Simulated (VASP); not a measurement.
# A VASP study of SnTeS (optB86b-vdW): structure first, properties next, part 6 of 6

Aim: relax SnTeS, then compute properties on the relaxed cell. The cell is invented: it takes the structure of a Materials Project entry for SnSeS (space group 156 there), with some of its atoms replaced by other elements, volume scaled by an estimate. It may not be a known or stable phase.

VASP 6.6.1, plane waves and PAW; the level of theory is named at each step.

Still holding for the runs below: The k-mesh is coarse for a metal. Spin-orbit coupling is off here; it can split and shift levels that hold much weight on Te and Sn by tenths of an eV or more.

So far. Step 16 (Fit for optB86b-vdW): The fit over cells of fixed shape and fractional positions puts the volume +0.13 % from the relaxed one. At a finite cutoff and mesh the minimum of the energy and the zero of the stress don't quite coincide, and the relaxation stops at a threshold. The atoms bear forces along the scan, since they were held; freeing them would lower the modulus. The relaxed cell has a = 3.845, c = 6.305 Å (conventional setting).

### Step 18. Bands along the symmetry lines (optB86b-vdW) with a changed input

This step: optB86b-vdW; plane waves and PAW (Te, Sn_d, S); invented cell (VASP 6.6.1).

Levels along the symmetry lines show where the bands peak and cross; KPOINTS_OPT computes them in the converged potential. Some settings are moved from the usual, to see what they do.

INCAR reads:

```
SYSTEM = SnTeS
PREC = Accurate
ENCUT = 400
EDIFF = 1E-06
NELM = 100
ISMEAR = -1
SIGMA = 0.05
LREAL = .FALSE.
ALGO = Normal
GGA = MK
AGGAC = 0
LUSE_VDW = .TRUE.
PARAM1 = 0.1234
PARAM2 = 1
LASPH = .TRUE.
NBANDS = 26
LORBIT = 11
LWAVE = .FALSE.
LCHARG = .FALSE.
NELMDL = -12
```

POSCAR reads:

```
SnTeS
1.0
    3.8445748557      0.0000000083      0.0000000000
   -1.9222879154      3.3294992889      0.0000000000
    0.0000000000      0.0000000000      6.3050564372
Te Sn S
1 1 1
Direct
    0.0000000000      0.0000000000      0.7143718298
    0.3333333300      0.6666666700      0.0271037094
    0.6666666700      0.3333333300      0.2585254609
```

KPOINTS reads:

```
Automatic mesh
0
Gamma
6 6 3
0 0 0
```

KPOINTS_OPT reads:

```
Line mode
16
Line-mode
Reciprocal
  0.00000000   0.00000000   0.00000000 GAMMA
  0.50000000   0.00000000   0.00000000 M

  0.50000000   0.00000000   0.00000000 M
  0.33333333   0.33333333   0.00000000 K

  0.33333333   0.33333333   0.00000000 K
  0.00000000   0.00000000   0.00000000 GAMMA

  0.00000000   0.00000000   0.00000000 GAMMA
  0.00000000   0.00000000   0.50000000 A

  0.00000000   0.00000000   0.50000000 A
  0.50000000   0.00000000   0.50000000 L

  0.50000000   0.00000000   0.50000000 L
  0.33333333   0.33333333   0.50000000 H

  0.33333333   0.33333333   0.50000000 H
  0.00000000   0.00000000   0.50000000 A

  0.50000000   0.00000000   0.50000000 L
  0.50000000   0.00000000   0.00000000 M

  0.33333333   0.33333333   0.00000000 K
  0.33333333   0.33333333   0.50000000 H
```

PAW data sets: Te, Sn_d and S (PBE family, release 64).

Launch:

```console
$ mpirun -np 1 vasp_std
```

Output:

```text
[... set-up lines as in an earlier step ...]
 entering main loop
       N       E                     dE             d eps       ncg     rms          rms(c)
[... 4 cycles as in an earlier step ...]
DAV:   5    -0.548629113521E+01   -0.20948E-01   -0.20946E-01  1160   0.312E+00
DAV:   6    -0.548708689750E+01   -0.79576E-03   -0.79575E-03  1114   0.521E-01
DAV:   7    -0.548713517685E+01   -0.48279E-04   -0.48280E-04  1352   0.116E-01
DAV:   8    -0.548713547489E+01   -0.29804E-06   -0.29799E-06  1004   0.810E-03
DAV:   9    -0.548713547944E+01   -0.45525E-08   -0.47040E-08   842   0.138E-03
DAV:  10    -0.548713548129E+01   -0.18522E-08   -0.12667E-08   684   0.777E-04
DAV:  11    -0.548713548135E+01   -0.58208E-10   -0.55559E-09   554   0.517E-04
DAV:  12    -0.548713548207E+01   -0.71759E-09   -0.26291E-09   510   0.349E-04    0.780E+00
DAV:  13    -0.523130948831E+01    0.25583E+00   -0.74425E-01  1184   0.511E+00    0.513E+00
DAV:  14    -0.523063682039E+01    0.67267E-03   -0.15053E-01  1042   0.174E+00    0.195E+00
DAV:  15    -0.523181907221E+01   -0.11823E-02   -0.12234E-02  1072   0.615E-01    0.263E-01
DAV:  16    -0.523180496623E+01    0.14106E-04   -0.21722E-03  1014   0.219E-01    0.138E-01
DAV:  17    -0.523187816351E+01   -0.73197E-04   -0.26121E-04  1054   0.754E-02    0.842E-02
DAV:  18    -0.523190553075E+01   -0.27367E-04   -0.31665E-05   994   0.323E-02    0.279E-02
DAV:  19    -0.523191231977E+01   -0.67890E-05   -0.65187E-06   962   0.139E-02    0.488E-03
DAV:  20    -0.523191316754E+01   -0.84777E-06   -0.10454E-06   898   0.700E-03
   1 F= -.52319132E+01 E0= -.52273846E+01  d E =-.905708E-02
 Start KPOINTS_OPT (optional k-point list driver)
k-point batch [1-17\144]
       N       E                     dE             ncg
DAV:   1     0.962141579674E+03   -0.52548E+04      942
DAV:   2    -0.202881301158E+04   -0.29910E+04      918
DAV:   3    -0.241355439231E+04   -0.38474E+03     1080
DAV:   4    -0.242749095797E+04   -0.13937E+02     1094
DAV:   5    -0.242783612960E+04   -0.34517E+00     1172
DAV:   6    -0.242784900399E+04   -0.12874E-01     1104
DAV:   7    -0.242784976468E+04   -0.76068E-03     1378
DAV:   8    -0.242784976816E+04   -0.34880E-05      924
DAV:   9    -0.242784976836E+04   -0.19270E-06      844
[...]
k-point batch [137-144\144]
       N       E                     dE             ncg
DAV:   1     0.751634961070E+04   -0.62743E+04      446
DAV:   2     0.614769894105E+04   -0.13687E+04      448
DAV:   3     0.597911482845E+04   -0.16858E+03      532
DAV:   4     0.597380178182E+04   -0.53130E+01      480
DAV:   5     0.597366673923E+04   -0.13504E+00      550
DAV:   6     0.597366086324E+04   -0.58760E-02      504
DAV:   7     0.597366054444E+04   -0.31880E-03      622
DAV:   8     0.597366054280E+04   -0.16452E-05      424
DAV:   9     0.597366054271E+04   -0.86929E-07      358
```

Wall time 1.8 min (1 MPI rank of Intel Xeon Platinum 8559C (Emerald Rapids), shared host); peak memory 0.39 GiB.

Parts of OUTCAR (step 18):

```text
   NELECT =      26.0000    total number of electrons

 E-fermi :   6.0932

 k-point     1 :       0.0000    0.0000    0.0000
  band No.  band energies     occupation
    ...
      8      -0.9799      2.00000
      9       4.1829      2.00000
     10       4.1829      2.00000
     11       5.1797      2.00000
     12       5.9653      1.85619
     13       6.3534      0.01092
     14       6.3534      0.01092
     15       9.3252      0.00000
     16       9.9263      0.00000
     17       9.9263      0.00000
    ...

Total vdW correction in eV:      4.4216207

  Total        0.0168780      0.0168780      0.0208782     -0.0000000      0.0000000      0.0000000
  in kB        0.3350538      0.3350537      0.4144651     -0.0000000      0.0000000      0.0000000
  external PRESSURE =       0.3615242 kB  Pullay stress =       0.0000000 kB

 POSITION                                       TOTAL-FORCE (eV/Angst)
 -----------------------------------------------------------------------------------
      0.00000      0.00000      4.50415         0.000000      0.000000     -0.004516
     -0.00000      2.21967      0.17089         0.000000      0.000000     -0.001560
      1.92229      1.10983      1.63002        -0.000000      0.000000      0.006076
 -----------------------------------------------------------------------------------
    total drift:                               -0.000002      0.000001     -0.000290

  FREE ENERGIE OF THE ION-ELECTRON SYSTEM (eV)
  ---------------------------------------------------
  free  energy   TOTEN  =        -5.2319131675 eV

  energy  without entropy=       -5.2228560881  energy(sigma->0) =       -5.22738463

Total vdW correction in eV:      4.4215762

[... 10 parts as in an earlier step ...]

[... 7 further parts left out ...]
```

NELMDL acts on the way to self-consistency or on speed; a fully converged result doesn't depend on them, though slow mixing can meet EDIFF with the stress still off.

Numbers from this step:

| Item | Value |
| --- | --- |
| SCF cycles | 20 |
| bands | 26 |
| irreducible k-points | 17 |
| free energy (TOTEN) | -5.232 eV |
| energy at zero smearing | -5.227 eV |
| Fermi energy | 6.093 eV |
| pressure | 0.03615 GPa |

The electronic bands at the labelled points (eV, zero at the Fermi level; # counts the bands kept in this run, so #1 is VASP's band 8):

```
          point     #3     #4     #5     #6     #7    #8    #9   #10
              Γ  -1.91  -0.91  -0.13   0.26   0.26  3.23  3.83  3.83
0.53 of the way  -2.90  -2.67  -1.07  -0.17   0.85  2.98  4.11  4.41
              M  -3.85  -3.15  -2.44  -0.48   0.37  2.79  3.93  4.06
0.47 of the way  -3.75  -3.59  -2.36  -1.64   0.20  3.65  4.36  4.99
              K  -3.76  -3.71  -2.83  -2.26  -0.38  4.66  5.05  5.13
0.47 of the way  -3.80  -2.37  -1.48  -0.88   0.81  3.62  4.08  4.52
              Γ  -1.91  -0.91  -0.13   0.26   0.26  3.23  3.83  3.83
0.53 of the way  -1.92  -1.92   0.33   0.33   0.92  3.22  3.62  3.62
              A  -1.92  -1.92   0.39   0.39   1.37  3.19  3.45  3.45
0.47 of the way  -2.74  -2.44  -1.87  -0.37   0.64  3.59  4.45  4.62
              L  -2.97  -2.64  -1.63  -0.97  -0.49  2.85  3.62  4.67
0.53 of the way  -4.15  -3.37  -1.31  -1.05   0.44  3.00  3.72  4.40
              H  -4.52  -4.30  -1.30  -0.78   0.96  2.87  3.26  4.36
0.53 of the way  -3.15  -2.65  -1.81  -1.03   1.13  3.61  4.19  4.84
              A  -1.92  -1.92   0.39   0.39   1.37  3.19  3.45  3.45
      jump to L  -2.97  -2.64  -1.63  -0.97  -0.49  2.85  3.62  4.67
0.53 of the way  -3.42  -3.08  -1.82  -0.71  -0.23  3.09  4.10  4.34
              M  -3.85  -3.15  -2.44  -0.48   0.37  2.79  3.93  4.06
      jump to K  -3.76  -3.71  -2.83  -2.26  -0.38  4.66  5.05  5.13
0.47 of the way  -4.19  -4.02  -2.07  -1.60   0.18  3.82  4.25  4.88
              H  -4.52  -4.30  -1.30  -0.78   0.96  2.87  3.26  4.36
```

Of the projections kept (Te, Sn, S), the largest for each band there, as a share of the weight inside these atoms' spheres; weight between the spheres isn't counted:

```
point       #3      #4       #5       #6       #7       #8       #9      #10
    Γ   S 0.86  S 0.51  Sn 0.45  Te 0.85  Te 0.85  Sn 0.51  Sn 0.74  Sn 0.74
    M   S 0.48  S 0.63  Te 0.50  Te 0.71  Sn 0.35  Sn 0.61  Sn 0.66  Te 0.46
    K  Sn 0.37  S 0.42  Te 0.49  Te 0.70  Sn 0.42  Sn 0.44  Te 0.35  Sn 0.50
    Γ   S 0.86  S 0.51  Sn 0.45  Te 0.85  Te 0.85  Sn 0.51  Sn 0.74  Sn 0.74
    A   S 0.85  S 0.85  Te 0.86  Te 0.86  Sn 0.47  Sn 0.50  Sn 0.80  Sn 0.80
    L   S 0.68  S 0.50  Te 0.53  Te 0.77  Sn 0.40  Sn 0.50  Sn 0.55  Sn 0.52
```

Against the sound run “Band structure (optB86b-vdW)”, the energy at zero smearing moves by -0.0 meV an atom, the pressure by -0.00 GPa and the Fermi level by +0.00 eV.

### Step 19. Outcome

- relaxed volume: 26.90 Å³/atom
- relaxed conventional cell a, b, c: 3.845, 3.845, 6.305 Å; angles 90.0, 90.0, 120.0°
- space group after relaxing, within 0.02 Å: P3m1 (No. 156)
- band gap: none, a metal
- DOS at the Fermi level: 1.41 states/eV/cell
- bulk modulus from the fit: 59.4 GPa
- volume from the fit: 26.9 Å³/atom
- band gap (optB86b-vdW + SOC): none, a metal

In words: With optB86b-vdW, SnTeS relaxes to 26.90 Å³/atom in space group P3m1 (held by the symmetry of the run), comes out as a metal and has a bulk modulus of 59.4 GPa at fixed shape and positions, an upper bound. Band structure (optB86b-vdW): Of the bands kept, 3 cross the Fermi level on this path. Band structure (optB86b-vdW + SOC): Of the bands kept, 6 cross the Fermi level on this path (spinor bands, one electron each). Bands along the symmetry lines (optB86b-vdW) with a changed input: Of the bands kept, 3 cross the Fermi level on this path. The k-sampling is coarse for a metal, so the Fermi level, pressures and the shape of the cell carry errors. No search among competing phases was made. All values are for a static lattice at zero temperature.

[Lines on the potential files, build, host, timing and source positions are cut from VASP's logs without a mark.]

[Logs are printed without paths, hosts, clocks, repeated set-up lines and the standing remarks that a program may print on its own settings, such as how far it seeks lower states.]

[Hosts, paths, dates, database ids (printed as entryN), source tags and the programs' standing remarks are cut or masked in the printed files.]

[A measured line is paired with the nearest computed mode of its activity, which favours agreement.]

[In band tables of VASP the shares of atoms and orbitals are scaled to a sum of 1 inside the atoms' spheres.]
